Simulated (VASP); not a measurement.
# Sound and unsound inputs on LaSi3Ru, part 2 of 4

Aim: change the input of a sound run on LaSi3Ru piece by piece and see what each change does. All runs use r2SCAN. The start is a computed cell from the Materials Project.

VASP 6.6.1; r2SCAN; plane waves and PAW (La, Si, Ru_pv).

Still holding for the runs below: This run has no spin polarisation. Its electron count is odd, so without a moment it is a metal by construction. The k-mesh is coarse for a metal.

So far. Step 2 (Reference run): The pressure is -0.11 GPa and the largest force 0.066 eV/Å, so the cell is not at a minimum at these settings. Step 3 (Total energy, forces and stress (r2SCAN) with a changed …): Against the reference run the energy at zero smearing moves by -0.69 meV an atom and the pressure by -0.10 GPa.

### 4. A single point (r2SCAN) with a changed input

This run is made with a changed input; what comes of it follows.

File INCAR:

```
SYSTEM = LaSi3Ru
PREC = Accurate
ENCUT = 400
EDIFF = 1E-06
NELM = 94
ISMEAR = 1
SIGMA = 2
LREAL = .FALSE.
ALGO = Normal
METAGGA = R2SCAN
LASPH = .TRUE.
NBANDS = 24
LORBIT = 11
LWAVE = .FALSE.
LCHARG = .FALSE.
KPAR = 4
ISIF = 2
```

File POSCAR:

```
LaSi3Ru
1.0
   -2.1327286600      2.1327286600      4.9822326100
    2.1327286600     -2.1327286600      4.9822326100
    2.1327286600      2.1327286600     -4.9822326100
La Si Ru
1 3 1
Direct
    0.9992937100      0.9992937100      0.0000000000
    0.4177275300      0.4177275300      0.0000000000
    0.2606647200      0.7606647200      0.5000000000
    0.7606647200      0.2606647200      0.5000000000
    0.6556503100      0.6556503100      0.0000000000
```

File KPOINTS:

```
Automatic mesh
0
Gamma
6 6 6
0 0 0
```

The projector-augmented-wave data sets are La, Si and Ru_pv (PBE family, release 64).

Launch:

```sh
> mpirun -np 4 vasp_std
```

What it wrote:

```text
[... set-up lines as in an earlier step ...]
 entering main loop
       N       E                     dE             d eps       ncg     rms          rms(c)
DAV:   1     0.192285049214E+03    0.19229E+03   -0.14841E+04  1816   0.162E+03
DAV:   2    -0.576016299105E+02   -0.24989E+03   -0.23951E+03  1680   0.333E+02
DAV:   3    -0.924906770809E+02   -0.34889E+02   -0.32771E+02  2304   0.118E+02
DAV:   4    -0.946801316003E+02   -0.21895E+01   -0.21660E+01  2408   0.333E+01
DAV:   5    -0.947870415495E+02   -0.10691E+00   -0.10639E+00  2104   0.588E+00    0.181E+01
DAV:   6    -0.851541438681E+02    0.96329E+01   -0.12095E+01  1760   0.262E+01    0.595E+00
DAV:   7    -0.847364083823E+02    0.41774E+00   -0.42821E+00  2464   0.176E+01    0.513E+00
DAV:   8    -0.847163211273E+02    0.20087E-01   -0.45320E-01  2152   0.525E+00    0.191E+00
DAV:   9    -0.847263944566E+02   -0.10073E-01   -0.17784E-01  2480   0.312E+00    0.900E-01
DAV:  10    -0.847252243256E+02    0.11701E-02   -0.37561E-02  2464   0.138E+00    0.325E-01
DAV:  11    -0.847257856241E+02   -0.56130E-03   -0.53512E-03  2560   0.573E-01    0.133E-01
DAV:  12    -0.847292135763E+02   -0.34280E-02   -0.15747E-02  2048   0.877E-01    0.219E-01
DAV:  13    -0.847255642377E+02    0.36493E-02   -0.14874E-02  2080   0.842E-01    0.199E-01
DAV:  14    -0.847259563707E+02   -0.39213E-03   -0.11626E-03  2576   0.358E-01    0.737E-02
DAV:  15    -0.847271171616E+02   -0.11608E-02   -0.62534E-03  2216   0.675E-01    0.206E-01
DAV:  16    -0.847270133637E+02    0.10380E-03   -0.24364E-04  2472   0.269E-01    0.144E-01
DAV:  17    -0.847256789751E+02    0.13344E-02   -0.20699E-03  2216   0.470E-01    0.165E-02
DAV:  18    -0.847256923169E+02   -0.13342E-04    0.69857E-05  2200   0.155E-01    0.239E-02
DAV:  19    -0.847257653448E+02   -0.73028E-04   -0.21722E-05  2088   0.133E-01    0.431E-02
DAV:  20    -0.847258416946E+02   -0.76350E-04    0.41741E-05  2392   0.682E-02    0.472E-02
DAV:  21    -0.847258530988E+02   -0.11404E-04    0.12331E-04  2400   0.723E-02    0.223E-02
DAV:  22    -0.847256905222E+02    0.16258E-03    0.12097E-04  2224   0.670E-02    0.105E-02
DAV:  23    -0.847256680529E+02    0.22469E-04    0.17908E-04  2240   0.215E-02    0.150E-02
DAV:  24    -0.847256533463E+02    0.14707E-04    0.13286E-04  2168   0.140E-02    0.200E-02
DAV:  25    -0.847256415653E+02    0.11781E-04    0.12260E-04  1424   0.450E-03    0.193E-02
DAV:  26    -0.847256293896E+02    0.12176E-04    0.12236E-04  1376   0.296E-03    0.191E-02
DAV:  27    -0.847256196224E+02    0.97672E-05    0.99717E-05  1408   0.311E-03    0.190E-02
DAV:  28    -0.847256143725E+02    0.52499E-05    0.56435E-05  1776   0.801E-03    0.163E-02
DAV:  29    -0.847256093696E+02    0.50029E-05    0.46866E-05  1440   0.705E-03    0.179E-02
DAV:  30    -0.847256056998E+02    0.36698E-05    0.36168E-05  1320   0.566E-03    0.190E-02
DAV:  31    -0.847256031508E+02    0.25490E-05    0.25463E-05  1312   0.437E-03    0.191E-02
DAV:  32    -0.847256009312E+02    0.22197E-05    0.22513E-05  1224   0.300E-03    0.187E-02
DAV:  33    -0.847255986141E+02    0.23171E-05    0.21954E-05  1256   0.240E-03    0.181E-02
DAV:  34    -0.847255967434E+02    0.18706E-05    0.18628E-05  1280   0.219E-03    0.175E-02
DAV:  35    -0.847255950440E+02    0.16994E-05    0.17019E-05  1232   0.168E-03    0.175E-02
DAV:  36    -0.847255934057E+02    0.16383E-05    0.16234E-05  1200   0.912E-04    0.177E-02
DAV:  37    -0.847255917494E+02    0.16563E-05    0.15604E-05  1264   0.229E-03    0.170E-02
DAV:  38    -0.847255904184E+02    0.13310E-05    0.12611E-05  1384   0.443E-03    0.157E-02
DAV:  39    -0.847255894421E+02    0.97629E-06    0.10781E-05  1376   0.658E-03    0.142E-02
DAV:  40    -0.847255885034E+02    0.93871E-06    0.10022E-05  1320   0.861E-03    0.126E-02
DAV:  41    -0.847255876612E+02    0.84217E-06    0.89604E-06  1312   0.910E-03
 -----------------------------------------------------------------------------
|                                                                             |
|               ----> ADVICE to this user running VASP <----                  |
|                                                                             |
|     Your highest band is occupied at some k-points! Unless you are          |
|     performing a calculation for an insulator or semiconductor, without     |
|     unoccupied bands, you have included TOO FEW BANDS!! Please increase     |
|     the parameter NBANDS in file INCAR to ensure that the highest band      |
|     is unoccupied at all k-points. It is always recommended to include      |
|     a few unoccupied bands to accelerate the convergence of                 |
|     molecular-dynamics runs (even for insulators or semiconductors),        |
|     since the presence of unoccupied bands improves wavefunction            |
|     prediction and helps to suppress 'band-crossings'.                      |
|                                                                             |
 -----------------------------------------------------------------------------

   1 F= -.84725588E+02 E0= -.85001908E+02  d E =0.828960E+00
```

The job ended after 2.2 min (4 MPI ranks of AMD EPYC 9R45, shared host; peak memory 1.1 GiB; 9 min of CPU time).

Parts of OUTCAR (step 4):

```text
The static configuration has the point symmetry C_4v.

 Found     30 irreducible k-points:

   NELECT =      37.0000    total number of electrons

 E-fermi :   9.6262

 k-point     1 :       0.0000    0.0000    0.0000
  band No.  band energies     occupation
    ...
     16       7.7208      2.03899
     17       8.6880      1.70530
     18       8.6880      1.70530
     19      10.0025      0.68771
     20      10.0025      0.68771
     21      11.3836     -0.01507
     22      11.7914     -0.06342
     23      11.8487     -0.06631
     24      11.8572     -0.06667

 k-point     2 :       0.1667   -0.0000    0.0000
  band No.  band energies     occupation
    ...
     16       7.6377      2.04903
     17       8.6622      1.72008
     18       8.7106      1.69207
     19       9.4422      1.15494
     20       9.6128      1.01134
     21      11.3604     -0.01055
     22      11.8113     -0.06451
     23      11.8328     -0.06559
     24      11.8977     -0.06817

  Total       -0.7751521     -0.7751521     -0.6871557      0.0000000      0.0000000      0.0000000
  in kB      -13.7006852    -13.7006852    -12.1453635      0.0000000      0.0000000      0.0000000
  external PRESSURE =     -13.1822446 kB  Pullay stress =       0.0000000 kB

 POSITION                                       TOTAL-FORCE (eV/Angst)
 -----------------------------------------------------------------------------------
      0.00000      0.00000      9.95743         0.000000      0.000000     -0.095520
      0.00000      0.00000      4.16243        -0.000000     -0.000000     -0.015876
      2.13273      0.00000      2.59738         0.000000     -0.000000      0.073413
      0.00000      2.13273      2.59738        -0.000000      0.000000      0.073413
      0.00000      0.00000      6.53320        -0.000000     -0.000000     -0.035429
 -----------------------------------------------------------------------------------
    total drift:                               -0.000008     -0.000008     -0.007250

  FREE ENERGIE OF THE ION-ELECTRON SYSTEM (eV)
  ---------------------------------------------------
  free  energy   TOTEN  =       -84.7255876612 eV

  energy  without entropy=      -85.5545473943  energy(sigma->0) =      -85.00190757

 total charge
# of ion       s       p       d       f       tot
--------------------------------------------------
    1        1.990   5.689   0.779   0.051   8.510
    2        0.778   0.882   0.000   0.000   1.660
    3        0.772   0.844   0.000   0.000   1.616
    4        0.772   0.844   0.000   0.000   1.616
    5        0.382   6.310   6.243   0.000  12.935
--------------------------------------------------
tot          4.694  14.569   7.023   0.051  26.337

[... 8 parts as in an earlier step ...]

[... 5 further parts left out ...]
```

The run converged, but on settings that are not sound, so its numbers are not to be trusted.

Against the sound run on this cell (reference run) the energy at zero smearing moves by +29.8 meV an atom and the pressure by -1.20 GPa.

The fault in the input: smearing far too wide (ISMEAR = 1 and SIGMA = 2.0). Lower SIGMA until the entropy term is about 1 meV an atom.

### 5. Self-consistent run (r2SCAN) with a changed input

A single point gives energy, forces and stress at these settings. Some settings are moved from the usual, to see what they do.

File INCAR:

```
SYSTEM = LaSi3Ru
PREC = Accurate
ENCUT = 250
EDIFF = 1E-06
NELM = 100
ISMEAR = -1
SIGMA = 0.05
LREAL = .FALSE.
ALGO = Normal
METAGGA = R2SCAN
LASPH = .TRUE.
NBANDS = 19
LORBIT = 11
LWAVE = .FALSE.
LCHARG = .FALSE.
KPAR = 4
ISIF = 2
```

POSCAR is that of step 4.

KPOINTS is that of step 4.

Launch:

```sh
> mpirun -np 4 vasp_std
```

What it wrote:

```text
[... set-up lines as in an earlier step ...]
 entering main loop
       N       E                     dE             d eps       ncg     rms          rms(c)
DAV:   1     0.152594322878E+03    0.15259E+03   -0.11868E+04  1580   0.134E+03
DAV:   2    -0.472816232244E+02   -0.19988E+03   -0.19939E+03  1652   0.353E+02
DAV:   3    -0.881475911730E+02   -0.40866E+02   -0.40617E+02  1920   0.133E+02
DAV:   4    -0.944494961952E+02   -0.63019E+01   -0.60047E+01  1976   0.498E+01
DAV:   5    -0.949915584099E+02   -0.54206E+00   -0.51949E+00  1834   0.116E+01    0.178E+01
DAV:   6    -0.854455644439E+02    0.95460E+01   -0.16983E+01  1474   0.341E+01    0.615E+00
DAV:   7    -0.850484574981E+02    0.39711E+00   -0.56245E+00  1802   0.211E+01    0.503E+00
DAV:   8    -0.850824682625E+02   -0.34011E-01   -0.50450E-01  1533   0.553E+00    0.171E+00
DAV:   9    -0.850804370308E+02    0.20312E-02   -0.27900E-01  1696   0.412E+00    0.773E-01
DAV:  10    -0.850797324698E+02    0.70456E-03   -0.71750E-02  1823   0.192E+00    0.145E-01
DAV:  11    -0.850805877534E+02   -0.85528E-03   -0.11671E-02  1582   0.683E-01    0.814E-02
DAV:  12    -0.850812066380E+02   -0.61888E-03   -0.56980E-03  2082   0.200E-01    0.527E-02
DAV:  13    -0.850817514196E+02   -0.54478E-03   -0.53244E-03  1872   0.159E-01    0.116E-02
DAV:  14    -0.850820864575E+02   -0.33504E-03   -0.32647E-03  1507   0.555E-02    0.657E-03
DAV:  15    -0.850824054223E+02   -0.31896E-03   -0.31169E-03  1170   0.326E-02    0.456E-03
DAV:  16    -0.850827086055E+02   -0.30318E-03   -0.29655E-03   741   0.310E-02    0.478E-03
DAV:  17    -0.850829405335E+02   -0.23193E-03   -0.22810E-03   717   0.208E-02    0.718E-03
DAV:  18    -0.850831154159E+02   -0.17488E-03   -0.17332E-03   729   0.275E-02    0.570E-03
DAV:  19    -0.850832382553E+02   -0.12284E-03   -0.12212E-03  1000   0.253E-02    0.456E-03
DAV:  20    -0.850833221304E+02   -0.83875E-04   -0.83625E-04   687   0.283E-02    0.391E-03
DAV:  21    -0.850833888625E+02   -0.66732E-04   -0.66597E-04   651   0.152E-02    0.420E-03
DAV:  22    -0.850834449499E+02   -0.56087E-04   -0.56101E-04   642   0.217E-02    0.356E-03
DAV:  23    -0.850834896073E+02   -0.44657E-04   -0.44760E-04   681   0.144E-02    0.297E-03
DAV:  24    -0.850835236688E+02   -0.34061E-04   -0.34057E-04   630   0.210E-02    0.210E-03
DAV:  25    -0.850835531364E+02   -0.29468E-04   -0.29653E-04   737   0.186E-02    0.107E-03
DAV:  26    -0.850835752539E+02   -0.22118E-04   -0.22062E-04   624   0.206E-02    0.840E-04
DAV:  27    -0.850835920686E+02   -0.16815E-04   -0.16842E-04   615   0.101E-02    0.115E-03
DAV:  28    -0.850836083469E+02   -0.16278E-04   -0.16197E-04   615   0.124E-02    0.850E-04
DAV:  29    -0.850836190887E+02   -0.10742E-04   -0.10666E-04   615   0.881E-03    0.748E-04
DAV:  30    -0.850836305350E+02   -0.11446E-04   -0.11339E-04   612   0.854E-03    0.612E-04
DAV:  31    -0.850836363126E+02   -0.57776E-05   -0.57695E-05   606   0.643E-03    0.669E-04
DAV:  32    -0.850836383373E+02   -0.20247E-05   -0.20264E-05   606   0.531E-03    0.619E-04
DAV:  33    -0.850836399243E+02   -0.15870E-05   -0.15744E-05   606   0.396E-03    0.683E-04
DAV:  34    -0.850836411154E+02   -0.11911E-05   -0.11735E-05   597   0.373E-03    0.692E-04
DAV:  35    -0.850836420723E+02   -0.95688E-06   -0.97370E-06   597   0.321E-03
 -----------------------------------------------------------------------------
|                                                                             |
|           W    W    AA    RRRRR   N    N  II  N    N   GGGG   !!!           |
|           W    W   A  A   R    R  NN   N  II  NN   N  G    G  !!!           |
|           W    W  A    A  R    R  N N  N  II  N N  N  G       !!!           |
|           W WW W  AAAAAA  RRRRR   N  N N  II  N  N N  G  GGG   !            |
|           WW  WW  A    A  R   R   N   NN  II  N   NN  G    G                |
|           W    W  A    A  R    R  N    N  II  N    N   GGGG   !!!           |
|                                                                             |
|     Your highest band is occupied at some k-points! Unless you are          |
|     performing a calculation for an insulator or semiconductor, without     |
|     unoccupied bands, you have included TOO FEW BANDS!! Please increase     |
|     the parameter NBANDS in file INCAR to ensure that the highest band      |
|     is unoccupied at all k-points. It is always recommended to include      |
|     a few unoccupied bands to accelerate the convergence of                 |
|     molecular-dynamics runs (even for insulators or semiconductors),        |
|     since the presence of unoccupied bands improves wavefunction            |
|     prediction and helps to suppress 'band-crossings'.                      |
|                                                                             |
 -----------------------------------------------------------------------------

   1 F= -.85083642E+02 E0= -.85078291E+02  d E =-.107024E-01
```

Run time: 45 s. Hardware: 4 MPI ranks; peak memory 0.66 GiB.

OUTCAR, selected parts (step 5):

```text
   k-points           NKPTS =     30   k-points in BZ     NKDIM =     30   number of bands    NBANDS=     19

   ENCUT  =  250.0 eV  18.37 Ry    4.29 a.u.   7.51  7.51  7.51*2*pi/ulx,y,z

   NELECT =      37.0000    total number of electrons

 E-fermi :   9.4904

 k-point     1 :       0.0000    0.0000    0.0000
  band No.  band energies     occupation
    ...
     14       6.6036      2.00000
     15       7.4207      2.00000
     16       7.7204      2.00000
     17       8.6863      2.00000
     18       8.6863      2.00000
     19      10.0674      0.00002

  Total       -0.8645738     -0.8645738     -0.5369833      0.0000000      0.0000000      0.0000000
  in kB      -15.2812001    -15.2812001     -9.4910923      0.0000000      0.0000000      0.0000000
  external PRESSURE =     -13.3511642 kB  Pullay stress =       0.0000000 kB

 POSITION                                       TOTAL-FORCE (eV/Angst)
 -----------------------------------------------------------------------------------
      0.00000      0.00000      9.95743         0.000000      0.000000     -0.094065
      0.00000      0.00000      4.16243         0.000000      0.000000      0.070038
      2.13273      0.00000      2.59738        -0.000000     -0.000000      0.013696
      0.00000      2.13273      2.59738        -0.000000     -0.000000      0.013696
      0.00000      0.00000      6.53320        -0.000000     -0.000000     -0.003365
 -----------------------------------------------------------------------------------
    total drift:                                0.000015      0.000015      0.000518

  FREE ENERGIE OF THE ION-ELECTRON SYSTEM (eV)
  ---------------------------------------------------
  free  energy   TOTEN  =       -85.0836420723 eV

  energy  without entropy=      -85.0729396230  energy(sigma->0) =      -85.07829085

[... 4 parts as in an earlier step ...]

[... 11 further parts left out ...]
```

The run converged; its settings lie outside those of the reference runs, so its numbers are set aside.

Against the sound run on this cell (reference run) the energy at zero smearing moves by +14.5 meV an atom and the pressure by -1.22 GPa.

Settings moved from the usual: ENCUT = 250 and NBANDS = 19.

NBANDS is too small here: the log warns that the highest band is occupied, so needed states are cut off. The cutoff falls from 400 to 250 eV, which shrinks the basis; the stress suffers most (Pulay stress), and PAW energies need not rise evenly as the basis shrinks.

(Part 2 of 4 ends here.)

[Lines on the potential files, build, host, timing and source positions are cut from VASP's logs without a mark.]

[Logs are printed without paths, hosts, clocks, repeated set-up lines and the standing remarks that a program may print on its own settings, such as how far it seeks lower states.]

[Hosts, paths, dates, database ids (printed as entryN), source tags and the programs' standing remarks are cut or masked in the printed files.]

[A measured line is paired with the nearest computed mode of its activity, which favours agreement.]

[In band tables of VASP the shares of atoms and orbitals are scaled to a sum of 1 inside the atoms' spheres.]
